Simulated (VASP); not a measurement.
Data:

```
FePt
1.0
    2.65615     0.00000     0.00000
    0.00000     2.65615     0.00000
    0.00000     0.00000     3.68548
Fe Pt
1 1
Direct
  0.00000   0.00000   0.00000
  0.50000   0.50000   0.50000
```

All values below come from LDA (Ceperley-Alder, Perdew-Zunger) with spin-orbit coupling, VASP's LDA PAW potentials (set 64) (plane waves; VASP 6.6.1). Run with 400 eV cut-off, 12×12×9 Γ-centred mesh, Gaussian smearing of 0.050 eV, potentials Fe Pt. Starting moments (MAGMOM): 0 0 2.7 0 0 0.3.

Estimate the energy per atom (σ→0), band gap (over mesh and band path) with the smallest direct gap where there is one.

| Item | Result |
|---|---|
| band gap (over mesh and band path) | none (metal, semimetal or under 0.01 eV) |
| energy per atom (σ→0) | -8.697 eV/atom |

The absolute energy has meaning only against runs of the same code, potentials and settings.

The compound is FePt in the L1_0 structure. It was relaxed first, which changed the volume by -5 %.
